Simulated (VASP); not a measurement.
# Mg8CuSi4 (a cell with a defect) in VASP: further runs

One crystal, Mg8CuSi4 (a cell with a defect), is run at these levels: PBE; tasks: single point.

Program: VASP 6.6.1. These are calculated values, not measurements. Logs are shortened: lines on timing, memory, paths and dates and some standing lists are left out, and cuts for length are marked.

## 1. The structure

The cell holds a defect, 13 atoms: a = 6.350 Å, b = 6.350 Å, c = 6.350 Å, α = 90.00°, β = 90.00°, γ = 90.00°.

## 2. Single point, PBE

The input, INCAR:

```
SYSTEM = Mg8CuSi4
ALGO     = Fast           ! electronic algorithm
EDIFF    = 1E-6           ! SCF threshold, eV
ENCUT    = 520            ! plane-wave cutoff, eV
GGA      = PE             ! functional
ISIF     = 2              ! what is computed and relaxed
ISMEAR   = -1             ! smearing method
LASPH    = .True.         ! aspherical terms in the spheres
LCHARG   = .True.         ! write CHGCAR
LELF     = .True.         ! ELF
LREAL    = .False.        ! projectors in reciprocal space
LVHAR    = .True.       
LWAVE    = .False.        ! write WAVECAR
NBANDS   = 34             ! bands
NELM     = 80             ! most SCF steps
PREC     = Accurate       ! precision mode
SIGMA    = 0.05           ! smearing width, eV
```

The input, KPOINTS:

```
k-points
0
Gamma
  2 2 2
  0 0 0
```

The input, POSCAR:

```
Mg8CuSi4
1.0
    6.3500000000      0.0000000000      0.0000000000
    0.0000000000      6.3500000000      0.0000000000
    0.0000000000      0.0000000000      6.3500000000
Mg Si Cu
8 4 1
Direct
    0.2530070917      0.2527168909      0.2464122218
    0.7325181416      0.7321959603      0.7665271424
    0.7485788823      0.7482933454      0.2373558676
    0.2578876157      0.2577249266      0.7433602535
    0.7455579653      0.2648772413      0.7536259247
    0.2567891162      0.7573927501      0.2430702980
    0.2646218907      0.7457618536      0.7531161604
    0.7574317230      0.2567337517      0.2429539649
    0.0031571852      0.0030378623     -0.0207168360
    0.4956870129      0.4958163305      0.0059988582
    0.5182848736      0.0034952589      0.4965251136
    0.0037195897      0.5175487834      0.4963962679
   -0.0378514877     -0.0361336550      0.5475250628
```

Potentials or basis: VASP PAW PBE potentials, release 64 (Mg, Si, Cu).

Started as:

```
$ cat potpaw_PBE.64/Mg/POTCAR potpaw_PBE.64/Si/POTCAR potpaw_PBE.64/Cu/POTCAR > POTCAR
$ mpirun -np 1 vasp_std > vasp.out
```

OUTCAR:

```text
SYSTEM = Mg8CuSi4
   EDIFF = 1E-6
   ENCUT = 520
   GGA = PE
   ISIF = 2
   ISMEAR = -1
   LASPH = .True.
   LREAL = .False.
   NELM = 80
   PREC = Accurate

 ion  position               nearest neighbor table
   1  0.253  0.253  0.246-  10 2.66  12 2.80  11 2.80   9 2.81   6 3.15   8 3.15   4 3.16   4 3.19
                             8 3.20   6 3.20
   2  0.733  0.732  0.767-  13 2.49  10 2.61   9 2.78  11 2.79  12 2.79   5 2.97   7 2.97   3 2.99
                             3 3.36   7 3.38   5 3.38
   3  0.749  0.748  0.237-  10 2.70  11 2.73  12 2.73  13 2.76   9 2.81   2 2.99   8 3.12   6 3.12
                             6 3.23   8 3.23   2 3.36
   4  0.258  0.258  0.743-  10 2.71   9 2.73  12 2.79  11 2.79  13 2.92   5 3.10   7 3.10   1 3.16
                             1 3.19   7 3.25   5 3.25
   5  0.746  0.265  0.754-  10 2.69  13 2.69   9 2.74  11 2.74  12 2.82   2 2.97   4 3.10   8 3.11
                             8 3.24   4 3.25   2 3.38
   6  0.257  0.757  0.243-  10 2.71  12 2.74  11 2.79   9 2.80  13 2.99   7 3.11   3 3.12   1 3.15
                             1 3.20   3 3.23   7 3.24
   7  0.265  0.746  0.753-  10 2.69  13 2.70   9 2.74  12 2.74  11 2.82   2 2.97   4 3.10   6 3.11
                             6 3.24   4 3.25   2 3.38
   8  0.757  0.257  0.243-  10 2.71  11 2.74  12 2.79   9 2.80  13 2.98   5 3.11   3 3.12   1 3.15
                             1 3.20   3 3.23   5 3.24
   9  0.003  0.003  0.979-   4 2.73   7 2.74   5 2.74  13 2.77   2 2.78   6 2.80   8 2.80   1 2.81
                             3 2.81
  10  0.496  0.496  0.006-   2 2.61   1 2.66   5 2.69   7 2.69   3 2.70   6 2.71   8 2.71   4 2.71

  11  0.518  0.003  0.497-   3 2.73   8 2.74   5 2.74   2 2.79   6 2.79   4 2.79   1 2.80   7 2.82
                            13 2.85
  12  0.004  0.518  0.496-   3 2.73   6 2.74   7 2.74   2 2.79   8 2.79   4 2.79   1 2.80   5 2.82
                            13 2.86
  13  0.962  0.964  0.548-   2 2.49   5 2.69   7 2.70   3 2.76   9 2.77  11 2.85  12 2.86   4 2.92
                             8 2.98   6 2.99

  LATTYP: Found a simple cubic cell.
 ALAT       =     6.3500000000

  Lattice vectors:

 A1 = (   6.3500000000,   0.0000000000,   0.0000000000)
 A2 = (   0.0000000000,   6.3500000000,   0.0000000000)
 A3 = (   0.0000000000,   0.0000000000,   6.3500000000)

Analysis of symmetry for initial positions (statically):
=====================================================================
 Subroutine PRICEL returns:
 Original cell was already a primitive cell.

 Routine SETGRP: Setting up the symmetry group for a
 simple cubic supercell.

 Subroutine GETGRP returns: Found  1 space group operations
 (whereof  1 operations were pure point group operations)
 out of a pool of 48 trial point group operations.

The static configuration has the point symmetry C_1 .

Analysis of symmetry for dynamics (positions and initial velocities):
=====================================================================
 Subroutine PRICEL returns:
 Original cell was already a primitive cell.

 Routine SETGRP: Setting up the symmetry group for a
 simple cubic supercell.

 Subroutine GETGRP returns: Found  1 space group operations
 (whereof  1 operations were pure point group operations)
 out of a pool of 48 trial point group operations.

The dynamic configuration has the point symmetry C_1 .

 Subroutine INISYM returns: Found  1 space group operations
 (whereof  1 operations are pure point group operations),
 and found     1 'primitive' translations

----------------------------------------------------------------------------------------

                                     Primitive cell

  volume of cell :     256.0479

  direct lattice vectors                    reciprocal lattice vectors
     6.350000000  0.000000000  0.000000000     0.157480315  0.000000000  0.000000000
     0.000000000  6.350000000  0.000000000     0.000000000  0.157480315  0.000000000
     0.000000000  0.000000000  6.350000000     0.000000000  0.000000000  0.157480315

  length of vectors
     6.350000000  6.350000000  6.350000000     0.157480315  0.157480315  0.157480315

  position of ions in fractional coordinates (direct lattice)
     0.253007092  0.252716891  0.246412222
     0.732518142  0.732195960  0.766527142
     0.748578882  0.748293345  0.237355868
     0.257887616  0.257724927  0.743360254
     0.745557965  0.264877241  0.753625925
     0.256789116  0.757392750  0.243070298
     0.264621891  0.745761854  0.753116160
     0.757431723  0.256733752  0.242953965
     0.003157185  0.003037862  0.979283164
     0.495687013  0.495816330  0.005998858
     0.518284874  0.003495259  0.496525114
     0.003719590  0.517548783  0.496396268
     0.962148512  0.963866345  0.547525063

  ion indices of the primitive-cell ions
   primitive index   ion index
                 1           1
                 2           2
                 3           3
                 4           4
[... 78 lines left out ...]
   EFERMI =   0.00;   METHOD = LEGACY
   ISMEAR =    -1;   SIGMA  =   0.05  broadening in eV -4-tet -1-fermi 0-gaus
   EFERMI_NEDOS =   21; number of points for ismear=-14 and -15
   IALGO  =     68    algorithm
   IMIX   =      4    mixing-type and parameters
     AMIX     =   0.40;   BMIX     =  1.00
     AMIX_MAG =   1.60;   BMIX_MAG =  1.00
  volume/ion in A,a.u.               =      19.70       132.92
  Fermi-wavevector in a.u.,A,eV,Ry     =   0.903214  1.706827 11.099568  0.815795
  Thomas-Fermi vector in A             =   2.026512
   LORBIT       =      0    0 simple, 1 ext, 2 COOP (PROOUT), +10 PAW based schemes
   GGA     = PE    functional components
   LHFCALC =     F    Hartree Fock is set to
   AEXX    =    0.0000 exact exchange contribution
   IVDW    =     0    specifies the selected vdW correction
   LEPSILON=     F    determine dielectric tensor
   LRPA    =     F    only Hartree local field effects (RPA)
 non-spin polarized calculation
 RMM-DIIS sequential band-by-band and
  energy-cutoff  :      520.00
  volume of cell :      256.05
 maximum number of plane-waves:      6931
 NGX is ok and might be reduce to    48
   NGX = 23   NGY = 23   NGZ = 23

 number of electron      42.9999983 magnetization

 Free energy of the ion-electron system (eV)
  ---------------------------------------------------
  ext. energy  EPLUGINS =         0.00000000
  ---------------------------------------------------
  free energy    TOTEN  =       -38.04505011 eV

  energy without entropy =      -38.02049320  energy(sigma->0) =      -38.03277165

 E-fermi :   4.5360     XC(G=0):  -9.1806

 val. band max:        4.2188541466   @ k =   0.0000   0.0000   0.0000
 cond. band min:       4.5454833161   @ k =   0.0000   0.0000   0.0000
 fundamental gap:      0.3266291695
 Fermi energy:         4.5359629292

 k-point     1 :       0.0000    0.0000    0.0000
  band No.  band energies     occupation
      1      -5.2947      2.00000
      2      -3.3546      2.00000
      3      -3.1740      2.00000
      4      -3.1566      2.00000
      5      -0.6564      2.00000
      6      -0.5739      2.00000
[... 25 lines left out ...]
     32       9.5797      0.00000
     33       9.6090      0.00000

 k-point     2 :       0.5000    0.0000    0.0000
  band No.  band energies     occupation
      1      -4.6525      2.00000
      2      -4.4333      2.00000
      3      -3.1696      2.00000
      4      -3.1230      2.00000
      5      -0.0747      2.00000
      6       0.1106      2.00000
[... 25 lines left out ...]
     32       7.6739      0.00000
     33       7.9951      0.00000
[... 178 lines left out ...]
     32       8.0487      0.00000
     33       8.1833      0.00000

 k-point     8 :       0.5000    0.5000    0.5000
  band No.  band energies     occupation
      1      -3.8247      2.00000
      2      -3.8035      2.00000
      3      -3.7228      2.00000
      4      -3.7126      2.00000
      5      -1.8608      2.00000
      6      -0.8608      2.00000
[... 25 lines left out ...]
     32       6.7175      0.00000
     33       6.7248      0.00000
 [bands above 33 left out]

------------------------ aborting loop because EDIFF is reached ----------------------------------------

  FORCE on cell =-STRESS in cart. coord.  units (eV):
  Direction    XX          YY          ZZ          XY          YZ          ZX
  --------------------------------------------------------------------------------------
  -------------------------------------------------------------------------------------
  Total        1.0610669      1.0867597      0.9533677      0.7906579     -0.9376233     -0.9764808
  in kB        6.6394511      6.8002194      5.9655411      4.9474115     -5.8670231     -6.1101673
  external PRESSURE =       6.4684039 kB  Pullay stress =       0.0000000 kB

 VOLUME and BASIS-vectors are now :
 -----------------------------------------------------------------------------
  energy-cutoff  :      520.00
  volume of cell :      256.05
      direct lattice vectors                 reciprocal lattice vectors
     6.350000000  0.000000000  0.000000000     0.157480315  0.000000000  0.000000000
     0.000000000  6.350000000  0.000000000     0.000000000  0.157480315  0.000000000
     0.000000000  0.000000000  6.350000000     0.000000000  0.000000000  0.157480315

 POSITION                                       TOTAL-FORCE (eV/Angst)
 -----------------------------------------------------------------------------------
      1.60660      1.60475      1.56472        -0.008454     -0.009175      0.007825
      4.65149      4.64944      4.86745         0.003129      0.002401     -0.001529
      4.75348      4.75166      1.50721         0.029335      0.028444      0.009308
      1.63759      1.63655      4.72034        -0.017722     -0.018355     -0.017865
      4.73429      1.68197      4.78552         0.035851     -0.013965     -0.031979
      1.63061      4.80944      1.54350        -0.014309      0.016979      0.014633
      1.68035      4.73559      4.78229        -0.013680      0.035060     -0.031794
      4.80969      1.63026      1.54276         0.017080     -0.014092      0.013923
      0.02005      0.01929      6.21845         0.005719      0.006471      0.048945
      3.14761      3.14843      0.03809         0.000657      0.001517     -0.004501
      3.29111      0.02219      3.15293        -0.036400      0.010086      0.000194
      0.02362      3.28643      3.15212         0.010279     -0.032604     -0.000223
      6.10964      6.12055      3.47678        -0.011487     -0.012767     -0.006938
 -----------------------------------------------------------------------------------
    total drift:                                0.000468      0.000528     -0.000457

  FREE ENERGIE OF THE ION-ELECTRON SYSTEM (eV)
  ---------------------------------------------------
  free  energy   TOTEN  =       -38.0450501095 eV

  energy  without entropy=      -38.0204931967  energy(sigma->0) =      -38.03277165
```

Run time: 1.7 min. Hardware: 1 thread of Intel Xeon Platinum 8488C (Sapphire Rapids), shared host; peak memory 0.35 GiB.

What came out:

- Free energy: -38.0451 eV
- Pressure: 0.6 GPa
- Largest force: 0.050 eV/Å
- Band gap on the k mesh: none (metal or under the smearing width)

Forces in eV/Å, atoms in the order of the input:
```
Mg  -0.008 -0.009  0.008
Mg   0.003  0.002 -0.002
Mg   0.029  0.028  0.009
Mg  -0.018 -0.018 -0.018
Mg   0.036 -0.014 -0.032
Mg  -0.014  0.017  0.015
Mg  -0.014  0.035 -0.032
Mg   0.017 -0.014  0.014
Si   0.006  0.006  0.049
Si   0.001  0.002 -0.005
Si  -0.036  0.010  0.000
Si   0.010 -0.033  0.000
Cu  -0.011 -0.013 -0.007
```

Stress tensor (GPa, compression positive):
```
 0.66  0.49 -0.61
 0.49  0.68 -0.59
-0.61 -0.59  0.60
```

Levels at points of the mesh, in eV from the Fermi level:
| k point | band 18 | band 19 | band 20 | band 21 | band 22 | band 23 | band 24 | band 25 |
| --- | --- | --- | --- | --- | --- | --- | --- | --- |
| (0.00, 0.00, 0.00) | -2.27 | -2.27 | -0.54 | -0.54 | -0.52 | -0.32 | -0.32 | 0.01 |
| (0.50, 0.00, 0.00) | -1.92 | -1.84 | -1.72 | -1.67 | 0.31 | 0.70 | 0.80 | 0.86 |
| (0.00, 0.50, 0.00) | -1.91 | -1.84 | -1.72 | -1.67 | 0.32 | 0.70 | 0.80 | 0.86 |
| (0.00, 0.00, 0.50) | -1.93 | -1.87 | -1.70 | -1.66 | 0.28 | 0.71 | 0.82 | 0.88 |
| (0.50, 0.50, 0.00) | -1.49 | -1.42 | -1.25 | -0.90 | 0.66 | 0.75 | 0.93 | 1.24 |
| (0.00, 0.50, 0.50) | -1.50 | -1.41 | -1.25 | -0.92 | 0.64 | 0.75 | 0.96 | 1.24 |
| (0.50, 0.00, 0.50) | -1.50 | -1.41 | -1.25 | -0.92 | 0.64 | 0.74 | 0.97 | 1.24 |
| (0.50, 0.50, 0.50) | -1.14 | -1.14 | -0.92 | -0.88 | 0.26 | 0.51 | 0.57 | 0.74 |

Caveat: the k mesh is coarse (spacing up to 0.49 Å⁻¹), so the values aren't converged.

## 3. Single point, PBE

The input, INCAR:

```
  PREC = Accurate
  ENCUT = 520
  EDIFF = 1E-7
  ISMEAR = -1
  SIGMA = 0.05
  LREAL = False
  LASPH = True
  NELM = 100
  ALGO = Normal
  ISIF = 2
  LWAVE = False
  LCHARG = False
  GGA = PE
  NBANDS = 34
```

The input, KPOINTS:

```
regular mesh
0
Gamma
  2 2 2
```

The input, POSCAR:

```
Mg8CuSi4
1.0
    6.3500000000      0.0000000000      0.0000000000
    0.0000000000      6.3500000000      0.0000000000
    0.0000000000      0.0000000000      6.3500000000
Mg Si Cu
8 4 1
Direct
    0.2988661417      0.2717795276      0.2944251969
    0.6988346457      0.7990551181      0.8522834646
    0.6889448819      0.7754330709      0.2708503937
    0.2607086614      0.2608346457      0.8574173228
    0.7742992126      0.1917795276      0.6020629921
    0.2607559055      0.7187874016      0.2580472441
    0.1684566929      0.7157165354      0.8081259843
    0.8583149606      0.2807559055      0.2101417323
    0.0170551181      0.0012598425      0.0487086614
    0.4990866142      0.4909921260      0.0414488189
    0.3977165354     -0.0200157480      0.5908661417
    0.0066299213      0.5582362205      0.5109606299
    0.0092598425     -0.0401889764      0.3891968504
```

Potentials or basis: VASP PAW PBE potentials, release 64 (Mg, Si, Cu).

Started as:

```
$ cat potpaw_PBE.64/Mg/POTCAR potpaw_PBE.64/Si/POTCAR potpaw_PBE.64/Cu/POTCAR > POTCAR
$ mpirun -np 1 vasp_std > vasp.out
```

Run time: 83 s. Hardware: 1 thread of Intel Xeon Platinum 8488C (Sapphire Rapids), shared host; peak memory 0.34 GiB.

Results (log left out):

- Free energy: -34.0494 eV
- Pressure: 8.4 GPa
- Largest force: 3.410 eV/Å
- Band gap on the k mesh: none (metal or under the smearing width)

Forces in eV/Å, atoms in the order of the input:
```
Mg   0.152 -0.764  1.622
Mg  -0.305 -0.216 -1.577
Mg   0.259 -0.109  1.505
Mg  -0.532 -0.513 -1.738
Mg  -0.701  0.673  1.761
Mg   0.302  0.263  0.030
Mg   1.177  0.418  0.560
Mg  -1.799  2.843 -0.558
Si   0.221 -1.433 -1.930
Si   1.683  0.497 -0.347
Si   0.653  0.073 -0.871
Si  -1.618 -1.364 -0.594
Cu   0.508 -0.366  2.136
```

Stress tensor (GPa, compression positive):
```
 6.16  0.45 -2.20
 0.45  6.52  1.70
-2.20  1.70 12.48
```

Levels at points of the mesh, in eV from the Fermi level:
```
           k point  band 19  band 20  band 21  band 22  band 23  band 24
(0.00, 0.00, 0.00)    -1.65    -0.87    -0.81    -0.32    -0.17    -0.07
(0.50, 0.00, 0.00)    -1.67    -1.19    -1.16     0.49     0.69     0.96
(0.00, 0.50, 0.00)    -1.36    -1.16    -0.97     0.02     0.44     0.85
(0.00, 0.00, 0.50)    -1.62    -1.17    -1.01    -0.04     0.36     0.95
(0.50, 0.50, 0.00)    -1.33    -0.56    -0.51     0.44     0.85     1.45
(0.00, 0.50, 0.50)    -1.06    -0.87    -0.72     0.42     1.05     1.10
(0.50, 0.00, 0.50)    -0.96    -0.88    -0.69     0.30     0.91     1.22
(0.50, 0.50, 0.50)    -0.72    -0.60    -0.54     0.11     0.59     0.94
```

Caveat: the k mesh is coarse (spacing up to 0.49 Å⁻¹), so the values aren't converged.

## 4. Single point, PBE

The input, INCAR:

```
SYSTEM = Mg8CuSi4
  PREC = Accurate
  ENCUT = 520
  EDIFF = 1E-7
  ISMEAR = -1
  SIGMA = 0.05
  LREAL = .FALSE.
  LASPH = .TRUE.
  NELM = 60
  ALGO = Normal
  ISIF = 2
  LWAVE = .FALSE.
  LCHARG = .FALSE.
  GGA = PE
  NBANDS = 34
```

The input, KPOINTS:

```
regular mesh
0
G
  2 2 2
  0 0 0
```

The input, POSCAR:

```
Mg8CuSi4
1.0
    6.3500000000      0.0000000000      0.0000000000
    0.0000000000      6.3500000000      0.0000000000
    0.0000000000      0.0000000000      6.3500000000
Mg Si Cu
8 4 1
Direct
    0.3484724409      0.2064566929      0.2104724409
    0.7329606299      0.7476850394      0.7891653543
    0.7366771654      0.8037952756      0.3457480315
    0.1739055118      0.2481574803      0.7339842520
    0.6693700787      0.3116850394      0.7268976378
    0.2811181102      0.7246141732      0.2189921260
    0.2117637795      0.7039212598      0.7775275591
    0.8970393701      0.3952283465      0.1306456693
   -0.0441417323     -0.0049606299      0.0418425197
    0.4729921260      0.4743307087     -0.0201417323
    0.4230078740     -0.0459055118      0.5522204724
   -0.0375590551      0.4938425197      0.5230551181
    0.0400787402     -0.0389291339      0.5153070866
```

Started as:

```
$ cat potpaw_PBE.64/Mg/POTCAR potpaw_PBE.64/Si/POTCAR potpaw_PBE.64/Cu/POTCAR > POTCAR
$ mpirun -np 1 vasp_std > vasp.out
```

It took 1.7 min on 1 thread of Intel Xeon Platinum 8488C (Sapphire Rapids), shared host; peak memory 0.34 GiB.

Results (log left out):

```
Free energy            : -35.2655 eV
Pressure               : 5.5 GPa
Largest force          : 3.321 eV/Å
Band gap on the k mesh : none (metal or under the smearing width)
```

Forces in eV/Å, atoms in the order of the input:
```
Mg  -0.463 -1.337  1.176
Mg  -0.451  0.782  0.313
Mg  -0.659 -0.199 -1.096
Mg   0.929 -0.452  1.058
Mg   0.629 -2.552 -2.030
Mg  -0.729  0.390  1.020
Mg  -0.160  0.395  0.089
Mg  -0.441 -0.144  0.110
Si   0.814 -0.057  0.108
Si  -0.290  1.426  1.117
Si   0.523  0.978 -0.401
Si  -0.187  0.980 -0.896
Cu   0.485 -0.210 -0.569
```

Stress tensor (GPa, compression positive):
```
 4.68  0.10 -0.80
 0.10  5.46  0.60
-0.80  0.60  6.34
```

Levels at points of the mesh, in eV from the Fermi level:
```
           k point  band 17  band 18  band 19  band 20  band 21  band 22  band 23  band 24  band 25  band 26
(0.00, 0.00, 0.00)    -2.34    -2.15    -2.03    -1.40    -0.73    -0.59    -0.49    -0.29     0.06     0.24
(0.50, 0.00, 0.00)    -2.45    -2.02    -1.98    -1.47    -1.36     0.07     0.33     0.90     0.99     1.12
(0.00, 0.50, 0.00)    -2.64    -1.94    -1.79    -1.50    -1.41     0.14     0.35     0.51     1.24     1.49
(0.00, 0.00, 0.50)    -2.68    -1.91    -1.90    -1.45    -1.32    -0.01     0.53     0.70     1.16     1.37
(0.50, 0.50, 0.00)    -2.44    -1.52    -1.47    -1.07    -0.73     0.50     0.51     0.94     1.14     2.34
(0.00, 0.50, 0.50)    -2.59    -1.58    -1.42    -1.25    -0.52     0.56     0.70     0.87     1.14     2.22
(0.50, 0.00, 0.50)    -2.37    -1.73    -1.43    -1.02    -0.72     0.42     0.69     0.81     1.32     2.27
(0.50, 0.50, 0.50)    -1.25    -1.15    -0.83    -0.77    -0.51     0.30     0.37     0.67     1.06     1.14
```

Caveat: the k mesh is coarse (spacing up to 0.49 Å⁻¹), so the values aren't converged.
